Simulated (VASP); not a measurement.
**SnH2 (P-3m1): band edges, masses and strain**

The runs below take SnH2 at its given cell and follow the band edges through several levels. The cell is generated by rule, not measured, and may not be a known phase.

Calculated with VASP 6.6.1; LDA; plane waves and PAW (Sn_d, H), in the first sound run; inputs show where later runs differ.

This is a report of a sequence of runs, with most program output left out.

The structure was built from a prototype and need not be the compound's stable phase.

**1. Set-up**

The structure is trigonal, space group P-3m1 (No. 164). The conventional cell has a = 3.323 Å, b = 3.323 Å, c = 5.614 Å, α = 90.00°, β = 90.00°, γ = 120.00°. Nearest to Sn lie 6 H at 2.35 Å. H has 3 Sn at 2.35 Å nearest. Farther neighbours are not listed.

Coordinates:

```xyz
3
Lattice="3.3234 0.0000 0.0000 -1.6617 2.8781 0.0000 0.0000 0.0000 5.6136" Properties=species:S:1:pos:R:3 pbc="T T T"
Sn    0.0000    0.0000    0.0000
H     0.0000    1.9188    1.3568
H     1.6617    0.9594    4.2568
```

**2. Relaxation of the atoms**

The cell is kept as given; the atoms are relaxed first, so that no residual force shifts the band edges.

The input, INCAR:

```
SYSTEM = SnH2
PREC = Accurate
ENCUT = 400
EDIFF = 1E-06
NELM = 100
ISMEAR = 0
SIGMA = 0.02
LREAL = .FALSE.
ALGO = Normal
GGA = CA
NBANDS = 14
LORBIT = 11
LWAVE = .FALSE.
LCHARG = .FALSE.
KPAR = 4
IBRION = 2
NSW = 40
ISIF = 2
EDIFFG = -0.005
```

The input, POSCAR:

```
SnH2
1.0
    3.3234005750      0.0000000000      0.0000000000
   -1.6617002870      2.8781493250      0.0000000000
    0.0000000000      0.0000000000      5.6135500000
Sn H
1 2
Direct
    0.0000000000      0.0000000000      0.0000000000
    0.3333333330      0.6666666670      0.2416960000
    0.6666666670      0.3333333330      0.7583040000
```

The input, KPOINTS:

```
Automatic mesh
0
Gamma
10 10 6
0 0 0
```

PAW data sets: Sn_d and H (LDA family, release 64).

The run is started by

```bash
mpirun -np 4 vasp_std
```

The job ended after 1.8 min (4 MPI ranks of AMD EPYC 7R43, shared host; peak memory 0.54 GiB; 6.9 min of CPU time).

The run keeps the 12 symmetry operations of its start, so it cannot find a distortion of lower symmetry.

The steps of the relaxation:

| step | energy less that of the first step (eV) | largest force (eV/Å) |
| --- | --- | --- |
| 1 | 0.0000 | 0.8731 |
| 2 | -0.0735 | 0.8542 |
| 3 | -0.2885 | 0.7669 |
| 4 | -0.5271 | 0.1243 |
| 5 | -0.5327 | 0.0102 |
| 6 | -0.5326 | 0.0192 |
| 7 | -0.5326 | 0.0189 |
| 8 | -0.5326 | 0.0184 |
| 9 | -0.5326 | 0.0183 |
| 10 | -0.5326 | 0.0183 |
| 11 | -0.5326 | 0.0183 |
| 12 | -0.5326 | 0.0182 |
| 13 | -0.5326 | 0.0181 |
| 14 | -0.5326 | 0.0178 |
| 15 | -0.5326 | 0.0172 |
| 16 | -0.5326 | 0.0160 |
| 17 | -0.5327 | 0.0136 |
| 18 | -0.5327 | 0.0084 |
| 19 | -0.5327 | 0.0027 |

The atoms that moved most (Å):

| atom | dx | dy | dz | length |
| --- | --- | --- | --- | --- |
| H3 | 0.000 | 0.000 | 0.468 | 0.468 |
| H2 | 0.000 | 0.000 | -0.468 | 0.468 |

The relaxed structure:

```xyz
3
Lattice="3.3234 0.0000 0.0000 -1.6617 2.8781 0.0000 0.0000 0.0000 5.6136" Properties=species:S:1:pos:R:3 pbc="T T T"
Sn    0.0000    0.0000    0.0000
H     0.0000    1.9188    0.8890
H     1.6617    0.9594    4.7246
```

This step gave:

* SCF cycles: 70
* electrons: 16
* bands: 14
* irreducible k-points: 72
* symmetry operations: 12
* free energy (TOTEN): -9.635 eV
* energy at zero smearing: -9.634 eV
* Fermi energy: 3.011 eV
* pressure: 2.942 GPa
* metallic: yes

The relaxation ends 178 meV an atom lower, with a largest force of 0.0027 eV/Å.

**3. Bands on a dense mesh**

A dense even mesh and a path are solved together, since either alone can miss a band edge.

Edit INCAR of step 2 so:

```diff
@@ -10,3 +10,3 @@
 GGA = CA
-NBANDS = 14
+NBANDS = 21
 LORBIT = 11
@@ -15,5 +15,2 @@
 KPAR = 4
-IBRION = 2
-NSW = 40
 ISIF = 2
-EDIFFG = -0.005
```

The input, POSCAR:

```
SnH2
1.0
    3.3234005750      0.0000000000      0.0000000000
   -1.6617002870      2.8781493250      0.0000000000
    0.0000000000      0.0000000000      5.6135500000
Sn H
1 2
Direct
    0.0000000000      0.0000000000      0.0000000000
    0.3333333330      0.6666666670      0.1583595229
    0.6666666670      0.3333333330      0.8416404771
```

The input, KPOINTS:

```
Automatic mesh
0
Gamma
14 14 8
0 0 0
```

The input, KPOINTS_OPT:

```
Line mode
24
Line-mode
Reciprocal
  0.00000000   0.00000000   0.00000000 GAMMA
  0.50000000   0.00000000   0.00000000 M

  0.50000000   0.00000000   0.00000000 M
  0.33333333   0.33333333   0.00000000 K

  0.33333333   0.33333333   0.00000000 K
  0.00000000   0.00000000   0.00000000 GAMMA

  0.00000000   0.00000000   0.00000000 GAMMA
  0.00000000   0.00000000   0.50000000 A

  0.00000000   0.00000000   0.50000000 A
  0.50000000   0.00000000   0.50000000 L

  0.50000000   0.00000000   0.50000000 L
  0.33333333   0.33333333   0.50000000 H

  0.33333333   0.33333333   0.50000000 H
  0.00000000   0.00000000   0.50000000 A

  0.50000000   0.00000000   0.50000000 L
  0.50000000   0.00000000   0.00000000 M

  0.33333333   0.33333333   0.00000000 K
  0.33333333   0.33333333   0.50000000 H
```

The run is started by

```bash
mpirun -np 4 vasp_std
```

Elapsed: 1.9 min, on 4 MPI ranks; peak memory 1.1 GiB.

This step gave:

* SCF cycles: 13
* bands: 21
* irreducible k-points: 168
* free energy (TOTEN): -9.615 eV
* energy at zero smearing: -9.615 eV
* Fermi energy: 3.055 eV
* pressure: 3.136 GPa

The electronic bands at the labelled points (eV, zero at the Fermi level; # counts the bands kept):

| point | #1 | #2 | #3 | #4 | #5 | #6 | #7 |
| --- | --- | --- | --- | --- | --- | --- | --- |
| Γ | -11.97 | -5.48 | 1.34 | 4.52 | 5.63 | 6.19 | 6.19 |
| 0.48 of the way | -10.92 | -4.67 | -0.43 | 2.27 | 3.00 | 3.95 | 7.17 |
| M | -7.40 | -7.33 | -1.35 | 0.09 | 2.52 | 5.43 | 5.78 |
| 0.48 of the way | -7.02 | -7.00 | -2.77 | 0.47 | 1.93 | 4.91 | 6.29 |
| K | -5.86 | -5.86 | -5.83 | 1.40 | 2.45 | 2.45 | 7.24 |
| 0.48 of the way | -10.30 | -4.33 | -1.39 | 0.47 | 2.90 | 5.45 | 5.51 |
| Γ | -11.97 | -5.48 | 1.34 | 4.52 | 5.63 | 6.19 | 6.19 |
| 0.48 of the way | -11.95 | -5.65 | 2.01 | 4.53 | 5.70 | 6.20 | 6.20 |
| A | -11.93 | -5.82 | 3.01 | 4.55 | 6.22 | 6.22 | 6.26 |
| 0.52 of the way | -10.68 | -4.84 | -1.00 | 2.26 | 3.77 | 5.33 | 6.33 |
| L | -7.37 | -7.29 | -1.55 | -0.39 | 2.55 | 4.90 | 6.44 |
| 0.48 of the way | -6.99 | -6.96 | -2.81 | -0.02 | 1.54 | 4.63 | 7.52 |
| H | -5.83 | -5.83 | -5.79 | 0.90 | 1.97 | 1.97 | 9.83 |
| 0.48 of the way | -10.26 | -4.57 | -1.35 | 0.18 | 4.76 | 5.10 | 6.11 |
| A | -11.93 | -5.82 | 3.01 | 4.55 | 6.22 | 6.22 | 6.26 |
| jump to L | -7.37 | -7.29 | -1.55 | -0.39 | 2.55 | 4.90 | 6.44 |
| 0.48 of the way | -7.38 | -7.31 | -1.46 | -0.18 | 2.54 | 5.00 | 6.42 |
| M | -7.40 | -7.33 | -1.35 | 0.09 | 2.52 | 5.43 | 5.78 |
| jump to K | -5.86 | -5.86 | -5.83 | 1.40 | 2.45 | 2.45 | 7.24 |
| 0.52 of the way | -5.84 | -5.84 | -5.81 | 1.11 | 2.17 | 2.17 | 8.25 |
| H | -5.83 | -5.83 | -5.79 | 0.90 | 1.97 | 1.97 | 9.83 |

Of the projections kept (Sn, H), the largest for each band there; the rest of the weight can lie on other orbitals:

| point | #1 | #2 | #3 | #4 | #5 | #6 | #7 |
| --- | --- | --- | --- | --- | --- | --- | --- |
| Γ | Sn 0.81 | H 0.52 | Sn 0.87 | H 0.64 | H 0.58 | Sn 0.98 | Sn 0.98 |
| M | Sn 0.59 | Sn 0.88 | H 0.56 | Sn 0.91 | Sn 0.96 | Sn 0.74 | Sn 0.92 |
| K | Sn 0.55 | Sn 0.55 | Sn 0.99 | Sn 0.98 | Sn 0.61 | Sn 0.61 | Sn 0.81 |
| Γ | Sn 0.81 | H 0.52 | Sn 0.87 | H 0.64 | H 0.58 | Sn 0.98 | Sn 0.98 |
| A | Sn 0.81 | H 0.51 | H 0.98 | Sn 0.53 | Sn 0.98 | Sn 0.98 | Sn 0.81 |
| L | Sn 0.59 | Sn 0.88 | H 0.56 | Sn 0.92 | Sn 0.96 | Sn 0.82 | Sn 0.54 |

At 3.1 GPa the cell is away from the equilibrium volume of this level: left free, it would expand.

**4. Bands with spin-orbit coupling**

This step: LDA, spin-orbit coupling; plane waves and PAW (Sn_d, H); invented cell (VASP 6.6.1).

Spin-orbit coupling can split and shift the band edges, more so for heavy elements, so the bands are solved again with spinors.

Edit INCAR of step 3 so:

```diff
@@ -10,3 +10,8 @@
 GGA = CA
-NBANDS = 21
+LNONCOLLINEAR = .TRUE.
+MAGMOM = 0 0 0 0 0 0 0 0 0
+NBANDS = 28
+GGA_COMPAT = .FALSE.
+LASPH = .TRUE.
+LSORBIT = .TRUE.
 LORBIT = 11
```

POSCAR is that of step 3.

The input, KPOINTS:

```
Automatic mesh
0
Gamma
10 10 6
0 0 0
```

Edit KPOINTS_OPT of step 3 so:

```diff
@@ -1,3 +1,3 @@
 Line mode
-24
+16
 Line-mode
```

The run is started by

```bash
mpirun -np 4 vasp_ncl
```

Run time: 3 min. Hardware: 4 MPI ranks; peak memory 1.3 GiB.

This step gave:

```
SCF cycles              : 14
bands                   : 28
irreducible k-points    : 72
free energy (TOTEN)     : -9.685 eV
energy at zero smearing : -9.685 eV
Fermi energy            : 2.999 eV
pressure                : 2.911 GPa
```

The spin moment in the PAW sphere vanishes on all atoms.

On-site spin-orbit energy by atom:

| atom | on-site spin-orbit energy (eV) |
| --- | --- |
| Sn1 | -0.102 |
| H2 | 0.000 |
| H3 | 0.000 |

The electronic bands at the labelled points (eV, zero at the Fermi level; # counts the bands kept):

| point | #5 | #6 | #7 | #8 | #9 | #10 | #11 | #12 |
| --- | --- | --- | --- | --- | --- | --- | --- | --- |
| Γ | 1.39 | 1.39 | 4.54 | 4.54 | 5.68 | 5.68 | 5.90 | 5.90 |
| 0.47 of the way | -0.25 | -0.25 | 2.29 | 2.29 | 3.09 | 3.09 | 4.06 | 4.06 |
| M | -1.30 | -1.30 | 0.12 | 0.12 | 2.57 | 2.57 | 5.48 | 5.48 |
| 0.47 of the way | -2.66 | -2.66 | 0.48 | 0.48 | 1.99 | 1.99 | 5.01 | 5.01 |
| K | -5.73 | -5.73 | 1.42 | 1.42 | 2.46 | 2.46 | 2.56 | 2.56 |
| 0.47 of the way | -1.49 | -1.49 | 0.44 | 0.44 | 3.01 | 3.01 | 5.35 | 5.35 |
| Γ | 1.39 | 1.39 | 4.54 | 4.54 | 5.68 | 5.68 | 5.90 | 5.90 |
| 0.47 of the way | 2.03 | 2.03 | 4.56 | 4.56 | 5.70 | 5.70 | 5.95 | 5.95 |
| A | 3.06 | 3.06 | 4.61 | 4.61 | 5.75 | 5.75 | 6.47 | 6.47 |
| 0.47 of the way | -0.31 | -0.31 | 2.55 | 2.55 | 4.07 | 4.07 | 5.38 | 5.38 |
| L | -1.49 | -1.49 | -0.35 | -0.35 | 2.60 | 2.60 | 4.95 | 4.95 |
| 0.47 of the way | -2.70 | -2.70 | 0.00 | 0.00 | 1.61 | 1.61 | 4.75 | 4.75 |
| H | -5.71 | -5.71 | 0.93 | 0.93 | 1.98 | 1.98 | 2.08 | 2.08 |
| 0.47 of the way | -1.45 | -1.45 | 0.15 | 0.15 | 4.70 | 4.70 | 5.11 | 5.11 |
| A | 3.06 | 3.06 | 4.61 | 4.61 | 5.75 | 5.75 | 6.47 | 6.47 |
| jump to L | -1.49 | -1.49 | -0.35 | -0.35 | 2.60 | 2.60 | 4.95 | 4.95 |
| 0.53 of the way | -1.39 | -1.39 | -0.10 | -0.10 | 2.58 | 2.58 | 5.08 | 5.08 |
| M | -1.30 | -1.30 | 0.12 | 0.12 | 2.57 | 2.57 | 5.48 | 5.48 |
| jump to K | -5.73 | -5.73 | 1.42 | 1.42 | 2.46 | 2.46 | 2.56 | 2.56 |
| 0.53 of the way | -5.72 | -5.72 | 1.13 | 1.13 | 2.17 | 2.17 | 2.28 | 2.28 |
| H | -5.71 | -5.71 | 0.93 | 0.93 | 1.98 | 1.98 | 2.08 | 2.08 |

Of the projections kept (Sn, H), the largest for each band there; the rest of the weight can lie on other orbitals:

| point | #5 | #6 | #7 | #8 | #9 | #10 | #11 | #12 |
| --- | --- | --- | --- | --- | --- | --- | --- | --- |
| Γ | Sn 0.87 | Sn 0.87 | H 0.61 | H 0.61 | H 0.58 | H 0.58 | Sn 0.98 | Sn 0.98 |
| M | H 0.56 | H 0.56 | Sn 0.91 | Sn 0.91 | Sn 0.96 | Sn 0.96 | Sn 0.74 | Sn 0.74 |
| K | Sn 0.54 | Sn 0.54 | Sn 0.97 | Sn 0.97 | Sn 0.62 | Sn 0.62 | Sn 0.62 | Sn 0.62 |
| Γ | Sn 0.87 | Sn 0.87 | H 0.61 | H 0.61 | H 0.58 | H 0.58 | Sn 0.98 | Sn 0.98 |
| A | H 0.98 | H 0.98 | Sn 0.53 | Sn 0.53 | Sn 0.96 | Sn 0.96 | Sn 0.88 | Sn 0.88 |
| L | H 0.56 | H 0.56 | Sn 0.92 | Sn 0.92 | Sn 0.96 | Sn 0.96 | Sn 0.82 | Sn 0.82 |

**5. Orbitals for bands with HSE06**

This step: PBE; plane waves and PAW (Sn_d, H); invented cell (VASP 6.6.1).

The hybrid starts from PBE orbitals, which saves many expensive cycles.

The input, INCAR:

```
SYSTEM = SnH2
PREC = Accurate
ENCUT = 400
EDIFF = 1E-05
NELM = 100
ISMEAR = 0
SIGMA = 0.02
LREAL = .FALSE.
ALGO = Normal
GGA = PE
NBANDS = 14
LORBIT = 11
LWAVE = .TRUE.
LCHARG = .FALSE.
KPAR = 4
```

POSCAR is that of step 4.

The input, KPOINTS:

```
Automatic mesh
0
Gamma
6 6 4
0 0 0
```

The run is started by

```bash
mpirun -np 4 vasp_std
```

Run time: 8.8 s. Hardware: 4 MPI ranks; peak memory 0.5 GiB; 32 s of CPU time.

The k-mesh is coarse for a metal. The PAW data sets were made with LDA, a small mismatch for this functional.

Numbers from this step:

| Property | Result |
| --- | --- |
| SCF cycles | 12 |
| bands | 14 |
| irreducible k-points | 24 |
| free energy (TOTEN) | -9.051 eV |
| energy at zero smearing | -9.050 eV |
| Fermi energy | 3.345 eV |
| pressure | 5.904 GPa |

Force by atom:

| atom | x (eV/Å) | y (eV/Å) | z (eV/Å) | size |
| --- | --- | --- | --- | --- |
| Sn1 | 0.000 | 0.000 | 0.000 | 0.000 |
| H2 | 0.000 | 0.000 | 0.207 | 0.207 |
| H3 | 0.000 | 0.000 | -0.207 | 0.207 |

**6. Bands with HSE06**

This step: HSE06; plane waves and PAW (Sn_d, H); invented cell (VASP 6.6.1).

A quarter of screened exact exchange corrects much of the semilocal gap error; its cost forces a coarser mesh.

The input, INCAR:

```
SYSTEM = SnH2
PREC = Accurate
ENCUT = 400
EDIFF = 1E-06
NELM = 100
ISMEAR = 0
SIGMA = 0.02
LREAL = .FALSE.
ALGO = Normal
LHFCALC = .TRUE.
AEXX = 0.25
GGA = PE
HFSCREEN = 0.2
LASPH = .TRUE.
NBANDS = 14
PRECFOCK = Fast
LORBIT = 11
LWAVE = .FALSE.
LCHARG = .FALSE.
KPAR = 4
ISIF = 2
```

POSCAR is that of step 5.

KPOINTS is that of step 5.

Edit KPOINTS_OPT of step 4 so:

```diff
@@ -1,3 +1,3 @@
 Line mode
-16
+8
 Line-mode
```

The WAVECAR or CHGCAR of an earlier step is read.

The run is started by

```bash
mpirun -np 4 vasp_std
```

The job ended after 24 min (4 MPI ranks; peak memory 1 GiB).

Numbers from this step:

| Property | Result |
| --- | --- |
| SCF cycles | 8 |
| free energy (TOTEN) | -10.54 eV |
| energy at zero smearing | -10.54 eV |
| Fermi energy | 3.410 eV |
| pressure | 5.262 GPa |

Electronic bands along the path, in eV, zero at the Fermi level; # counts the bands kept:

| point | #1 | #2 | #3 | #4 | #5 | #6 | #7 |
| --- | --- | --- | --- | --- | --- | --- | --- |
| Γ | -13.54 | -6.54 | 1.70 | 4.99 | 6.12 | 6.91 | 6.91 |
| 0.43 of the way | -12.62 | -5.80 | 0.21 | 2.49 | 3.50 | 4.71 | 7.92 |
| M | -8.62 | -8.31 | -1.89 | 0.17 | 2.88 | 5.93 | 6.18 |
| 0.43 of the way | -8.28 | -8.01 | -3.12 | 0.51 | 2.18 | 5.59 | 6.69 |
| K | -6.93 | -6.93 | -6.46 | 1.64 | 2.66 | 2.66 | 7.75 |
| 0.57 of the way | -12.30 | -5.59 | -0.24 | 1.45 | 2.79 | 6.39 | 6.64 |
| Γ | -13.54 | -6.54 | 1.70 | 4.99 | 6.12 | 6.91 | 6.91 |
| 0.43 of the way | -13.53 | -6.68 | 2.25 | 5.00 | 6.18 | 6.93 | 6.93 |
| A | -13.50 | -6.88 | 3.36 | 5.04 | 6.89 | 6.95 | 6.95 |
| 0.43 of the way | -12.57 | -6.11 | 0.15 | 2.88 | 4.75 | 5.80 | 6.66 |
| L | -8.58 | -8.26 | -2.08 | -0.40 | 2.92 | 5.29 | 7.03 |
| 0.43 of the way | -8.25 | -7.96 | -3.17 | -0.06 | 1.81 | 5.36 | 7.74 |
| H | -6.90 | -6.90 | -6.41 | 1.05 | 2.15 | 2.15 | 10.47 |
| 0.43 of the way | -11.28 | -5.41 | -2.24 | -0.09 | 4.87 | 5.23 | 6.85 |
| A | -13.50 | -6.88 | 3.36 | 5.04 | 6.89 | 6.95 | 6.95 |
| jump to L | -8.58 | -8.26 | -2.08 | -0.40 | 2.92 | 5.29 | 7.03 |
| 0.43 of the way | -8.60 | -8.28 | -2.01 | -0.19 | 2.90 | 5.38 | 7.02 |
| M | -8.62 | -8.31 | -1.89 | 0.17 | 2.88 | 5.93 | 6.18 |
| jump to K | -6.93 | -6.93 | -6.46 | 1.64 | 2.66 | 2.66 | 7.75 |
| 0.43 of the way | -6.92 | -6.92 | -6.44 | 1.40 | 2.44 | 2.44 | 8.48 |
| H | -6.90 | -6.90 | -6.41 | 1.05 | 2.15 | 2.15 | 10.47 |

Of the projections kept (Sn, H), the largest for each band there; the rest of the weight can lie on other orbitals:

| point | #1 | #2 | #3 | #4 | #5 | #6 | #7 |
| --- | --- | --- | --- | --- | --- | --- | --- |
| Γ | Sn 0.80 | H 0.54 | Sn 0.87 | H 0.62 | H 0.55 | Sn 0.98 | Sn 0.98 |
| M | Sn 0.57 | Sn 0.86 | H 0.52 | Sn 0.91 | Sn 0.96 | Sn 0.75 | Sn 0.92 |
| K | Sn 0.53 | Sn 0.53 | Sn 0.99 | Sn 0.98 | Sn 0.64 | Sn 0.64 | Sn 0.81 |
| Γ | Sn 0.80 | H 0.54 | Sn 0.87 | H 0.62 | H 0.55 | Sn 0.98 | Sn 0.98 |
| A | Sn 0.80 | H 0.53 | H 0.97 | Sn 0.55 | Sn 0.82 | Sn 0.98 | Sn 0.98 |
| L | Sn 0.57 | Sn 0.86 | H 0.51 | Sn 0.92 | Sn 0.96 | Sn 0.84 | Sn 0.55 |

Force by atom:

| atom | x (eV/Å) | y (eV/Å) | z (eV/Å) | size |
| --- | --- | --- | --- | --- |
| Sn1 | 0.000 | 0.000 | 0.000 | 0.000 |
| H2 | 0.000 | 0.000 | 0.159 | 0.159 |
| H3 | 0.000 | 0.000 | -0.159 | 0.159 |

The largest force, 0.16 eV/Å, shows that the atoms would still move at this level, mesh and basis.

**7. What came out**

| Property | Result |
| --- | --- |
| gap, LDA | none |
| gap with spin-orbit coupling | none |
| gap, HSE06 without spin-orbit coupling | none |

**Reading.** At this level the bands overlap or touch. Masses were not obtained, since there is no gap at this level. The strain response was not obtained, since there is no gap at this level.

[Lines on the potential files, build, host, timing and source positions are cut from VASP's logs without a mark.]

[Logs are printed without paths, hosts, clocks, repeated set-up lines and the standing remarks that a program may print on its own settings, such as how far it seeks lower states.]

[Hosts, paths, dates, database ids (printed as entryN), source tags and the programs' standing remarks are cut or masked in the printed files.]

[In band tables of VASP the shares of atoms and orbitals are scaled to a sum of 1 inside the atoms' spheres.]

[Gaps and slopes under strain along one axis are those of the sampled path and mesh points; where strain splits equal valleys, another of them can be the edge.]
